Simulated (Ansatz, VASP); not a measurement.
# One calculation of HfIn4SiO6, two programs

INCAR

```
SYSTEM = HfIn4SiO6
ALGO = Normal
EDIFF = 1E-7
ENCUT = 520
GGA = PE
ISIF = 2
ISMEAR = -1
KPAR = 4
LASPH = .TRUE.
LCHARG = .FALSE.
LREAL = .FALSE.
LWAVE = .FALSE.
NBANDS = 63
NELM = 60
PREC = Accurate
SIGMA = 0.05
```

KPOINTS

```
k-points
0
G
  6 6 4
  0 0 0
```

The input POSCAR:

```
HfIn4SiO6
1.0
    2.7160300000     -4.7033200000      0.0044800000
    2.7160300000      4.7033200000      0.0044800000
   -1.8630900000      0.0000000000      7.4041500000
Hf In Si O
1 4 1 6
Direct
    0.2145670000      0.7940220000      0.0078670000
    0.3577770000      0.6341790000      0.4992640000
    0.5334760000      0.4585230000     -0.0040910000
    0.0347790000      0.9664500000      0.5023690000
    0.7028450000      0.2871210000      0.4976300000
    0.8637290000      0.1219930000      0.0021510000
    0.1003830000      0.0648220000      0.8588280000
    0.9226270000      0.8948310000      0.1339200000
    0.8409800000      0.3835340000      0.8601380000
    0.6275870000      0.1574530000      0.1299150000
    0.1910110000      0.4664430000      0.1396990000
    0.5287850000      0.8022860000      0.8678050000
```

The input input.yaml:

```yaml
crystal:
  lattice:
    - [2.71603, -4.70332, 0.00448]
    - [2.71603, 4.70332, 0.00448]
    - [-1.86309, 0.0, 7.40415]
  atoms:
    - { symbol: Hf, position: [0.214567, 0.794022, 0.007867] }
    - { symbol: In, position: [0.357777, 0.634179, 0.499264] }
    - { symbol: In, position: [0.533476, 0.458523, -0.004091] }
    - { symbol: In, position: [0.034779, 0.96645, 0.502369] }
    - { symbol: In, position: [0.702845, 0.287121, 0.49763] }
    - { symbol: Si, position: [0.863729, 0.121993, 0.002151] }
    - { symbol: O, position: [0.100383, 0.064822, 0.858828] }
    - { symbol: O, position: [0.922627, 0.894831, 0.13392] }
    - { symbol: O, position: [0.84098, 0.383534, 0.860138] }
    - { symbol: O, position: [0.627587, 0.157453, 0.129915] }
    - { symbol: O, position: [0.191011, 0.466443, 0.139699] }
    - { symbol: O, position: [0.528785, 0.802286, 0.867805] }
hamiltonian:
  xc: pbe
  pseudopotentials: { kind: paw }
kpoints:
  mp_grid: { grid: [6, 6, 4] }
scf:
  occupations: { method: fermi_dirac, width: 0.05 }
output:
  forces: true
  stress: true
  eigenvalues: true
```

Change from the starting cell: atoms moved at random, drawn with an rms of 0.05 Å.

Alike in both runs: task single point; functional PBE; k mesh 6 × 6 × 4; occupations fermi-dirac, width 0.05 eV; no spin polarisation.

```csv
,VASP,Ansatz
version,VASP 6.6.1,Ansatz 0.2.0
potentials or method,"VASP PAW PBE potentials, release 64 (Hf_pv, In_d, Si, O)",Ansatz PAW
plane-wave cutoff (eV),520,420
valence electrons in the cell,102,118
```

|  | VASP | Ansatz | Ansatz less VASP |
| --- | --- | --- | --- |
| gap on the k mesh at the Fermi level (eV) | none | none | - |
| pressure (GPa) | -0.9 | -0.5 | +0.41 |
| largest component of the traceless stress (GPa) | 0.72 | 0.79 | +0.070 |
| rms of the force components (eV/Å) | 0.445 | 0.429 | -0.0155 |

Atom by atom the forces differ by 0.053 eV/Å (rms over components). A gap of «none» marks a metal or a gap that the smearing closes. The two sets of potentials don't hold the same shells in valence.

Caveats: the pressure holds a Pulay correction of +0.4 GPa for the finite cutoff (Ansatz). The runs have no spin-orbit coupling, so splittings on Hf are missing.
